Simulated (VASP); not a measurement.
Consider the following.

```xyz
3
Lattice="2.1643 -3.7487 0.0000 2.1643 3.7487 0.0000 0.0000 0.0000 5.9665" Properties=species:S:1:pos:R:3 pbc="T T T"
Te     2.7723    -2.6957     3.9777
Te     3.1127     0.0000     0.0000
Te     2.7723     2.6957     1.9888
```

Level of theory: PBEsol GGA, VASP's PBE PAW potentials (set 64) (plane waves; VASP). Numerical set-up: 480 eV cut-off, 6×6×4 Γ-centred mesh, Gaussian smearing of 0.050 eV, potentials Te.

Unless said otherwise, spin-orbit coupling is left out, though it shifts the bands of the heavy elements here.

Q: Estimate the energy per atom (σ→0), band gap (on the k-mesh) with the smallest direct gap where there is one.

A: 
| Quantity | Result |
|---|---|
| band gap (on the k-mesh) | none (metal, semimetal or under 0.01 eV) |
| energy per atom (σ→0) | -3.523 eV/atom |

Total energies compare only between runs with the same potentials, cut-off and functional.

The compound is Te in the trig structure. It was relaxed first, which changed the volume by -5 %.
